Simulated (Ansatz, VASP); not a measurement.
**SnSe2: VASP beside Ansatz**

Wanted: the spread between two codes on one cell, functional and k mesh. The cell is taken from a series of runs on this material, whose earlier steps may have relaxed, scaled, displaced or heated it; both programs get it as it stands.

Calculated with Ansatz 0.2.0; plane waves, with VASP 6.6.1 beside it; PBE with D3(BJ).

## (1) Starting point

The cell holds 6 atoms: 2 Sn and 4 Se. Cell: a = 3.834 Å, b = 3.834 Å, c = 42.360 Å, α = 90.0°, β = 90.0°, γ = 120.0°. Vacuum lies along c.

## (2) VASP: zone-centre phonons, PBE with D3(BJ)

Second derivatives magnify differences that forces hide, and they need a tight electronic threshold.

Lines of VASP's logs that name or quote its potential files are left out, and so is its time.

File INCAR:

```
SYSTEM = SnSe2
PREC = Accurate
ENCUT = 500
EDIFF = 1E-08
NELM = 120
ISMEAR = 0
SIGMA = 0.01
LREAL = .FALSE.
ALGO = Normal
GGA = PE
IVDW = 12
NBANDS = 32
LORBIT = 11
LWAVE = .FALSE.
LCHARG = .FALSE.
ISIF = 2
IBRION = 6
NFREE = 2
POTIM = 0.015
NSW = 1
LASPH = .TRUE.
GGA_COMPAT = .FALSE.
EFERMI = MIDGAP
NELMDL = -8
KPAR = 2
```

File POSCAR:

```
SnSe2
1.0
    3.8336160515      0.0000000000      0.0000000000
   -1.9168080257      3.3200088889      0.0000000000
    0.0000000000      0.0000000000     42.3599692800
Sn Se
2 4
Direct
    0.0000000000      0.0000000000      0.2276599951
    0.0000000000      0.0000000000      0.3691298617
    0.3333333333      0.6666666667      0.2653658773
    0.6666666667      0.3333333333      0.1899802079
    0.3333333333      0.6666666667      0.4068096489
    0.6666666667      0.3333333333      0.3314239795
```

File KPOINTS:

```
Automatic mesh
0
Gamma
9 9 1
0 0 0
```

The projector-augmented-wave data sets are Sn_d and Se (PBE family, release 64).

On the command line:

```console
> mpirun -np 2 vasp_std
```

Numbers of over 12 decimals in the logs are rounded to 6 here.

Output:

```text
[banner, memory and clock lines left out]
running    2 mpi-ranks, on    1 nodes
 distrk:  each k-point on    1 cores,    2 groups
 distr:  one band on    1 cores,    1 groups

 POSCAR found type information on POSCAR SnSe
 POSCAR found :  2 types and       6 ions
 LDA part: xc-table for (Slater+PW92), standard interpolation
 POSCAR, INCAR and KPOINTS ok, starting setup
 FFT: planning ... GRIDC
 FFT: planning ... GRID_SOFT
 FFT: planning ... GRID
 WAVECAR not read
 entering main loop
       N       E                     dE             d eps       ncg     rms          rms(c)
DAV:   1     0.411497691592E+03    0.41150E+03   -0.21246E+04   936   0.128E+03
DAV:   2     0.277241729043E+02   -0.38377E+03   -0.37738E+03   984   0.277E+02
DAV:   3    -0.221011709622E+02   -0.49825E+02   -0.49535E+02   944   0.120E+02
DAV:   4    -0.241207725154E+02   -0.20196E+01   -0.20116E+01   976   0.279E+01
DAV:   5    -0.241836533185E+02   -0.62881E-01   -0.62841E-01  1048   0.491E+00
DAV:   6    -0.241865880933E+02   -0.29348E-02   -0.29346E-02  1096   0.994E-01
DAV:   7    -0.241867033347E+02   -0.11524E-03   -0.11524E-03  1144   0.166E-01
DAV:   8    -0.241867053869E+02   -0.20522E-05   -0.20518E-05  1144   0.219E-02    0.686E+00
DAV:   9    -0.236948294862E+02    0.49188E+00   -0.10148E+00  1056   0.915E+00    0.443E+00
DAV:  10    -0.236707996639E+02    0.24030E-01   -0.47611E-01  1040   0.377E+00    0.674E-01
DAV:  11    -0.236617293001E+02    0.90704E-02   -0.50785E-02  1064   0.205E+00    0.390E-01
DAV:  12    -0.236625030706E+02   -0.77377E-03   -0.54434E-03   992   0.379E-01    0.849E-02
DAV:  13    -0.236625418052E+02   -0.38735E-04   -0.35998E-04  1120   0.180E-01    0.409E-02
DAV:  14    -0.236626039596E+02   -0.62154E-04   -0.11960E-04   952   0.567E-02    0.135E-02
[...]
DAV:  23    -0.236627939217E+02   -0.53617E-05   -0.94094E-08   736   0.983E-04    0.378E-04
DAV:  24    -0.236627947375E+02   -0.81577E-06   -0.90621E-09   704   0.530E-04    0.199E-04
DAV:  25    -0.236627952818E+02   -0.54434E-06   -0.85045E-10   672   0.231E-04    0.731E-05
DAV:  26    -0.236627955556E+02   -0.27379E-06    0.13708E-09   640   0.156E-04    0.524E-05
DAV:  27    -0.236627957999E+02   -0.24432E-06    0.98907E-10   664   0.120E-04    0.238E-05
DAV:  28    -0.236627958932E+02   -0.93275E-07    0.26170E-09   648   0.123E-04    0.286E-05
DAV:  29    -0.236627959189E+02   -0.25701E-07    0.34071E-09   664   0.673E-05    0.156E-05
DAV:  30    -0.236627959241E+02   -0.52169E-08    0.36520E-09   600   0.394E-05
   1 F= -.25501933E+02 E0= -.25501933E+02  d E =0.000000E+00
[... from here on, the cycles between the ionic steps are left out ...]
   2 F= -.25501346E+02 E0= -.25501346E+02  d E =0.000000E+00
   8 F= -.25501166E+02 E0= -.25501166E+02  d E =0.000000E+00
   9 F= -.25500736E+02 E0= -.25500736E+02  d E =0.000000E+00
  10 F= -.25501598E+02 E0= -.25501598E+02  d E =0.000000E+00
  11 F= -.25501598E+02 E0= -.25501598E+02  d E =0.000000E+00
  12 F= -.25500732E+02 E0= -.25500732E+02  d E =0.000000E+00
 Finite differences progress:
  Degree of freedom:   6/  6
  Displacement:        1/  2
  Total:              11/ 12
 bond charge predicted
       N       E                     dE             d eps       ncg     rms          rms(c)
DAV:   1    -0.236613052384E+02   -0.11546E-02   -0.78231E-01   768   0.295E+00    0.259E-01
DAV:   2    -0.236634774541E+02   -0.21722E-02   -0.29311E-02   936   0.710E-01    0.958E-02
DAV:   3    -0.236634963074E+02   -0.18853E-04   -0.14526E-03  1008   0.182E-01    0.554E-02
DAV:   4    -0.236634743702E+02    0.21937E-04   -0.80505E-05  1008   0.534E-02    0.299E-02
DAV:   5    -0.236634588437E+02    0.15526E-04   -0.84866E-05   936   0.424E-02    0.145E-02
DAV:   6    -0.236634612875E+02   -0.24438E-05   -0.12349E-05   968   0.176E-02    0.113E-02
DAV:   7    -0.236634617213E+02   -0.43377E-06   -0.10436E-06   960   0.492E-03    0.827E-03
DAV:   8    -0.236634635681E+02   -0.18469E-05   -0.18606E-06   944   0.529E-03    0.195E-03
DAV:   9    -0.236634649979E+02   -0.14298E-05   -0.38113E-07   960   0.257E-03    0.813E-04
DAV:  10    -0.236634661998E+02   -0.12019E-05   -0.23343E-08   712   0.705E-04    0.726E-04
DAV:  11    -0.236634675900E+02   -0.13902E-05   -0.30493E-08   720   0.818E-04    0.198E-04
DAV:  12    -0.236634688189E+02   -0.12289E-05   -0.21043E-08   704   0.486E-04    0.265E-04
DAV:  13    -0.236634700291E+02   -0.12102E-05   -0.22308E-08   648   0.376E-04    0.189E-04
DAV:  14    -0.236634706244E+02   -0.59523E-06   -0.89029E-09   664   0.229E-04    0.186E-04
DAV:  15    -0.236634707591E+02   -0.13471E-06    0.22784E-09   632   0.165E-04    0.577E-05
DAV:  16    -0.236634709383E+02   -0.17925E-06    0.14189E-09   608   0.122E-04    0.439E-05
DAV:  17    -0.236634709890E+02   -0.50689E-07    0.34458E-09   624   0.626E-05    0.227E-05
DAV:  18    -0.236634710232E+02   -0.34185E-07    0.36395E-09   568   0.425E-05    0.150E-05
DAV:  19    -0.236634710692E+02   -0.46022E-07    0.33817E-09   568   0.435E-05    0.207E-05
DAV:  20    -0.236634710735E+02   -0.43137E-08    0.37190E-09   560   0.267E-05
  13 F= -.25501162E+02 E0= -.25501162E+02  d E =0.000000E+00
 Finite differences progress:
  Degree of freedom:   6/  6
  Displacement:        2/  2
  Total:              12/ 12
```

Parts of OUTCAR (step 2):

```text
ion  position               nearest neighbor table
   1  0.000  0.000  0.228-   4 2.73   4 2.73   4 2.73   3 2.73   3 2.73   3 2.73
   2  0.000  0.000  0.369-   5 2.73   5 2.73   5 2.73   6 2.73   6 2.73   6 2.73
   3  0.333  0.667  0.265-   1 2.73   1 2.73   1 2.73
   4  0.667  0.333  0.190-   1 2.73   1 2.73   1 2.73
   5  0.333  0.667  0.407-   2 2.73   2 2.73   2 2.73
   6  0.667  0.333  0.331-   2 2.73   2 2.73   2 2.73

  LATTYP: Found a hexagonal cell.
 ALAT       =     3.8336160515
 C/A-ratio  =    11.0496118315

 Subroutine GETGRP returns: Found 12 space group operations
 (whereof  6 operations were pure point group operations)

The static configuration has the point symmetry C_3v.
 The point group associated with its full space group is D_3d.

 Found     12 irreducible k-points:

   k-points           NKPTS =     12   k-points in BZ     NKDIM =     12   number of bands    NBANDS=     32

   dimension x,y,z NGX =    28 NGY =   28 NGZ =  320
   dimension x,y,z NGXF=    56 NGYF=   56 NGZF=  640

   ENCUT  =  500.0 eV  36.75 Ry    6.06 a.u.   6.99  6.99 77.23*2*pi/ulx,y,z

   NELECT =      52.0000    total number of electrons

 k-points in reciprocal lattice and weights: Automatic mesh
   0.00000000  0.00000000  0.00000000       0.012
   0.11111111  0.00000000  0.00000000       0.074
   0.22222222 -0.00000000  0.00000000       0.074
   0.33333333 -0.00000000  0.00000000       0.074
   0.44444444 -0.00000000  0.00000000       0.074
   0.11111111  0.11111111  0.00000000       0.074
   0.22222222  0.11111111  0.00000000       0.148
   0.33333333  0.11111111  0.00000000       0.148
   0.44444444  0.11111111  0.00000000       0.074
   0.22222222  0.22222222  0.00000000       0.074
   0.33333333  0.22222222  0.00000000       0.148
   0.33333333  0.33333333  0.00000000       0.025

 Edisp (eV)   -1.84058

 average (electrostatic) potential at core
       1-109.8454       2-109.8647       3 -60.5819       4 -60.4914       5 -60.5275
       6 -60.5797

 E-fermi :  -2.7018

 k-point     1 :       0.0000    0.0000    0.0000
  band No.  band energies     occupation
    ...
     22      -3.5519      2.00000
     23      -3.2587      2.00000
     24      -3.2587      2.00000
     25      -3.1425      2.00000
     26      -3.1425      2.00000
     27      -1.7950      0.00000
     28      -0.9012      0.00000
     29      -0.0203      0.00000
     30       0.0856      0.00000
     31       1.3822      0.00000
    ...

 k-point     2 :       0.1111    0.0000    0.0000
  band No.  band energies     occupation
    ...
     22      -3.8971      2.00000
     23      -3.7827      2.00000
     24      -3.3658      2.00000
     25      -3.2104      2.00000
     26      -3.0526      2.00000
     27      -1.0855      0.00000
     28      -0.7720      0.00000
     29       0.5626      0.00000
     30       0.7186      0.00000
     31       1.3376      0.00000
    ...

 k-point     3 :       0.2222   -0.0000    0.0000
  band No.  band energies     occupation
    ...
     22      -4.4647      2.00000
     23      -4.3050      2.00000
     24      -3.3687      2.00000
     25      -3.3193      2.00000
     26      -3.0886      2.00000
     27      -1.3623      0.00000
     28      -0.9081      0.00000
     29       0.7959      0.00000
     30       1.2294      0.00000
     31       2.1205      0.00000
    ...

 Edisp (eV)   -1.83769

  Total      -0.02655    -0.02655    -0.15539    -0.00000     0.00000     0.00000
  in kB      -0.07889    -0.07889    -0.46178    -0.00000     0.00000     0.00000
  external pressure =       -0.21 kB  Pullay stress =        0.00 kB

  energy-cutoff  :      500.00
[...]
-0.00000      2.21334     11.24089        -0.000000      0.000000      0.003408
      1.91681      1.10667      8.03256         0.000000      0.000000      0.115727
     -0.00000      2.21334     17.23244         0.000000      0.000000      0.014307
      1.91681      1.10667     14.03911         0.000000     -0.000000     -0.014823
 -----------------------------------------------------------------------------------
    total drift:                               -0.000000      0.000000      0.000298

  FREE ENERGIE OF THE ION-ELECTRON SYSTEM (eV)
  ---------------------------------------------------
  free  energy   TOTEN  =       -25.5011619599 eV

  energy  without entropy=      -25.5011619599  energy(sigma->0) =      -25.50116196

 Eigenvectors and eigenvalues of the dynamical matrix
 ----------------------------------------------------

   1 f  =    7.560820 THz    47.506031 2PiTHz  252.201794 cm-1    31.269023 meV
             X         Y         Z           dx          dy          dz
      0.000000  0.000000  9.643670     0.000000   -0.000000   -0.534306
      0.000000  0.000000 15.636330    -0.000000    0.000000   -0.534306
     -0.000000  2.213339 11.240890    -0.000000    0.000000    0.322874
      1.916808  1.106670  8.047556     0.000000    0.000000    0.332068
     -0.000000  2.213339 17.232444     0.000000   -0.000000    0.332068
      1.916808  1.106670 14.039110     0.000000   -0.000000    0.322874

   2 f  =    7.559655 THz    47.498713 2PiTHz  252.162947 cm-1    31.264207 meV
             X         Y         Z           dx          dy          dz
      0.000000  0.000000  9.643670    -0.000000   -0.000000   -0.533493
      0.000000  0.000000 15.636330     0.000000    0.000000    0.533493
     -0.000000  2.213339 11.240890     0.000000    0.000000    0.316895
      1.916808  1.106670  8.047556     0.000000    0.000000    0.339061
     -0.000000  2.213339 17.232444     0.000000   -0.000000   -0.339061
      1.916808  1.106670 14.039110    -0.000000   -0.000000   -0.316895

   3 f  =    5.433572 THz    34.140140 2PiTHz  181.244452 cm-1    22.471438 meV
             X         Y         Z           dx          dy          dz
      0.000000  0.000000  9.643670    -0.000000   -0.000000    0.001695
      0.000000  0.000000 15.636330     0.000000    0.000000   -0.001695
     -0.000000  2.213339 11.240890     0.000000    0.000000   -0.515267
      1.916808  1.106670  8.047556     0.000000    0.000000    0.484249
     -0.000000  2.213339 17.232444     0.000000   -0.000000   -0.484249
      1.916808  1.106670 14.039110    -0.000000   -0.000000    0.515267

   4 f  =    5.407188 THz    33.974366 2PiTHz  180.364387 cm-1    22.362324 meV
             X         Y         Z           dx          dy          dz
      0.000000  0.000000  9.643670    -0.000000   -0.000000   -0.005012
      0.000000  0.000000 15.636330     0.000000    0.000000   -0.005012
     -0.000000  2.213339 11.240890     0.000000    0.000000    0.502909
      1.916808  1.106670  8.047556     0.000000    0.000000   -0.497049
     -0.000000  2.213339 17.232444    -0.000000    0.000000   -0.497049
      1.916808  1.106670 14.039110    -0.000000   -0.000000    0.502909

   5 f  =    4.470129 THz    28.086646 2PiTHz  149.107438 cm-1    18.486958 meV
             X         Y         Z           dx          dy          dz
      0.000000  0.000000  9.643670    -0.473340   -0.183509   -0.000000
      0.000000  0.000000 15.636330     0.473340    0.183509   -0.000000
     -0.000000  2.213339 11.240890     0.399413    0.154848   -0.000000
      1.916808  1.106670  8.047556     0.226023    0.087627   -0.000000
     -0.000000  2.213339 17.232444    -0.226023   -0.087627    0.000000
      1.916808  1.106670 14.039110    -0.399413   -0.154848   -0.000000

   6 f  =    4.470129 THz    28.086646 2PiTHz  149.107438 cm-1    18.486958 meV
             X         Y         Z           dx          dy          dz
      0.000000  0.000000  9.643670     0.183509   -0.473340    0.000000
      0.000000  0.000000 15.636330    -0.183509    0.473340    0.000000
     -0.000000  2.213339 11.240890    -0.154848    0.399413    0.000000
      1.916808  1.106670  8.047556    -0.087627    0.226023   -0.000000
     -0.000000  2.213339 17.232444     0.087627   -0.226023   -0.000000
      1.916808  1.106670 14.039110     0.154848   -0.399413    0.000000

   7 f  =    4.293601 THz    26.977492 2PiTHz  143.219119 cm-1    17.756900 meV
             X         Y         Z           dx          dy          dz
      0.000000  0.000000  9.643670     0.498871    0.193405   -0.000000
      0.000000  0.000000 15.636330     0.498871    0.193405   -0.000000
     -0.000000  2.213339 11.240890    -0.291889   -0.113161    0.000000
      1.916808  1.106670  8.047556    -0.317172   -0.122963    0.000000
     -0.000000  2.213339 17.232444    -0.317172   -0.122963    0.000000
      1.916808  1.106670 14.039110    -0.291889   -0.113161   -0.000000

   8 f  =    4.293601 THz    26.977492 2PiTHz  143.219119 cm-1    17.756900 meV
             X         Y         Z           dx          dy          dz
      0.000000  0.000000  9.643670    -0.193405    0.498871    0.000000
      0.000000  0.000000 15.636330    -0.193405    0.498871    0.000000
     -0.000000  2.213339 11.240890     0.113161   -0.291889    0.000000
      1.916808  1.106670  8.047556     0.122963   -0.317172   -0.000000
     -0.000000  2.213339 17.232444     0.122963   -0.317172   -0.000000
      1.916808  1.106670 14.039110     0.113161   -0.291889    0.000000

   9 f  =    3.474859 THz    21.833185 2PiTHz  115.908831 cm-1    14.370857 meV
             X         Y         Z           dx          dy          dz
      0.000000  0.000000  9.643670    -0.122746   -0.047588    0.000000
      0.000000  0.000000 15.636330     0.122746    0.047588    0.000000
     -0.000000  2.213339 11.240890    -0.423054   -0.164015    0.000000
      1.916808  1.106670  8.047556     0.490536    0.190178    0.000000
     -0.000000  2.213339 17.232444    -0.490536   -0.190178    0.000000
      1.916808  1.106670 14.039110     0.423054    0.164015    0.000000

  10 f  =    3.474859 THz    21.833185 2PiTHz  115.908831 cm-1    14.370857 meV
             X         Y         Z           dx          dy          dz
      0.000000  0.000000  9.643670     0.047588   -0.122746   -0.000000
      0.000000  0.000000 15.636330    -0.047588    0.122746   -0.000000
     -0.000000  2.213339 11.240890     0.164015   -0.423054    0.000000
      1.916808  1.106670  8.047556    -0.190178    0.490536   -0.000000
     -0.000000  2.213339 17.232444     0.190178   -0.490536    0.000000
      1.916808  1.106670 14.039110    -0.164015    0.423054   -0.000000

  11 f  =    3.219350 THz    20.227773 2PiTHz  107.385958 cm-1    13.314156 meV
             X         Y         Z           dx          dy          dz
      0.000000  0.000000  9.643670     0.013586    0.005267   -0.000000
      0.000000  0.000000 15.636330     0.013586    0.005267   -0.000000
     -0.000000  2.213339 11.240890    -0.474237   -0.183857   -0.000000
      1.916808  1.106670  8.047556     0.457801    0.177486   -0.000000
     -0.000000  2.213339 17.232444     0.457801    0.177486   -0.000000
      1.916808  1.106670 14.039110    -0.474237   -0.183857   -0.000000

  12 f  =    3.219350 THz    20.227773 2PiTHz  107.385958 cm-1    13.314156 meV
             X         Y         Z           dx          dy          dz
      0.000000  0.000000  9.643670     0.005267   -0.013586   -0.000000
      0.000000  0.000000 15.636330     0.005267   -0.013586    0.000000
     -0.000000  2.213339 11.240890    -0.183857    0.474237   -0.000000
      1.916808  1.106670  8.047556     0.177486   -0.457801   -0.000000
     -0.000000  2.213339 17.232444     0.177486   -0.457801   -0.000000
      1.916808  1.106670 14.039110    -0.183857    0.474237   -0.000000

  13 f  =    0.836296 THz     5.254605 2PiTHz   27.895843 cm-1     3.458642 meV
             X         Y         Z           dx          dy          dz
      0.000000  0.000000  9.643670    -0.000000   -0.000000   -0.464093
      0.000000  0.000000 15.636330     0.000000    0.000000    0.464093
     -0.000000  2.213339 11.240890    -0.000000   -0.000000   -0.366166
      1.916808  1.106670  8.047556    -0.000000   -0.000000   -0.387996
     -0.000000  2.213339 17.232444     0.000000    0.000000    0.387996
      1.916808  1.106670 14.039110     0.000000    0.000000    0.366166
    [... 42 further lines ...]
      1.916808  1.106670  8.047556     0.376704   -0.035959   -0.000000
     -0.000000  2.213339 17.232444     0.376704   -0.035959   -0.000000
      1.916808  1.106670 14.039110     0.376825   -0.035970   -0.000000

 ELASTIC MODULI CONTR FROM IONIC RELAXATION (kBar)
 Direction    XX          YY          ZZ          XY          YZ          ZX
 --------------------------------------------------------------------------------
 XX         -57.4056    -52.4162   -125.1844     -0.0000     15.4290      0.0000
 YY         -52.4162    -57.4056   -125.1844     -0.0000    -15.4290     -0.0000
 ZZ        -125.1844   -125.1844   -300.8974     -0.0000      0.0000      0.0000
 XY          -0.0000     -0.0000     -0.0000     -2.4947     -0.0000     15.4290
 YZ          15.4290    -15.4290      0.0000     -0.0000    -96.2202     -0.0000
 ZX           0.0000     -0.0000      0.0000     15.4290     -0.0000    -96.2201
 --------------------------------------------------------------------------------

 total charge
# of ion       s       p       d       tot
------------------------------------------
    1        1.063   1.002  10.091  12.156
    2        1.063   1.002  10.091  12.156
    3        1.487   2.298   0.028   3.814
    4        1.483   2.302   0.024   3.810
    5        1.483   2.302   0.024   3.810
    6        1.487   2.298   0.028   3.814
--------------------------------------------------
tot          8.068  11.205  20.286  39.559

[... 3 further parts left out ...]
```

CONTCAR:

```
SnSe2
   1.00000000000000
     3.8336160515000000    0.0000000000000000    0.0000000000000000
    -1.9168080257000000    3.3200088888999999    0.0000000000000000
     0.0000000000000000    0.0000000000000000   42.3599692800000014
  Sn              Se
     2     4
Direct
     0.0000000000000000    0.0000000000000000    0.2276599950999980
     0.0000000000000000    0.0000000000000000    0.3691298617000029
     0.3333333332999970    0.6666666667000030    0.2653658772999989
     0.6666666667000030    0.3333333332999970    0.1896260999944710
     0.3333333332999970    0.6666666667000030    0.4068096489000013
     0.6666666667000030    0.3333333332999970    0.3314239795000020
```

The last energy, forces, stress and levels in OUTCAR belong to the last displaced cell, not to the cell of POSCAR.

Levels, forces or a CONTCAR printed for this step are those of its last displaced cell, not of the structure at rest.

(Part 1 of 2 ends here.)

[Lines on the potential files, build, host, timing and source positions are cut from VASP's logs without a mark.]

[Logs are printed without paths, hosts, clocks, repeated set-up lines and the standing remarks that a program may print on its own settings, such as how far it seeks lower states.]

[Hosts, paths, dates, database ids (printed as entryN), source tags and the programs' standing remarks are cut or masked in the printed files.]
